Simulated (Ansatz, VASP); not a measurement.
One calculation of GeP4, two programs

```
CELL_PARAMETERS angstrom
6.14899 0.00000 0.00000
0.00000 6.14899 0.00000
0.00000 0.00000 4.83156
ATOMIC_POSITIONS crystal
Ge 0.50000 0.50000 0.00000
Ge 0.00000 0.00000 0.00000
P 0.62799 0.87201 0.31919
P 0.87201 0.37201 0.31919
P 0.12799 0.37201 0.68081
P 0.87201 0.62799 0.68081
P 0.62799 0.12799 0.68081
P 0.37201 0.87201 0.68081
P 0.37201 0.12799 0.31919
P 0.12799 0.62799 0.31919
```

Change from the starting cell: species swapped into the PtPb4 type (P4/nbm, No. 125).

Alike in both runs: functional PBE; k mesh 4 × 4 × 4; occupations gaussian, width 0.1 eV; no spin polarisation.

Ansatz relaxed the structure, and its values are those at the end. VASP's run is a single point on that final structure, the one shown.

```csv
,VASP,Ansatz
version,VASP 6.6.1,Ansatz 0.2.0
potentials or method,"VASP PAW PBE potentials, release 64 (Ge_d, P)","scalar-relativistic, plane waves, PAW"
plane-wave cutoff (eV),520,420
valence electrons in the cell,68,68
```

|  | VASP | Ansatz | Ansatz less VASP |
| --- | --- | --- | --- |
| gap on the k mesh at the Fermi level (eV) | none | none | - |
| pressure (GPa) | -0.2 | 0.0 | +0.24 |
| rms of the force components (eV/Å) | 0.036 | 0.006 | -0.0298 |

A gap of «none» marks a metal or a gap that the smearing closes. With one functional, cell and mesh, what is left measures potentials, basis and numerics.
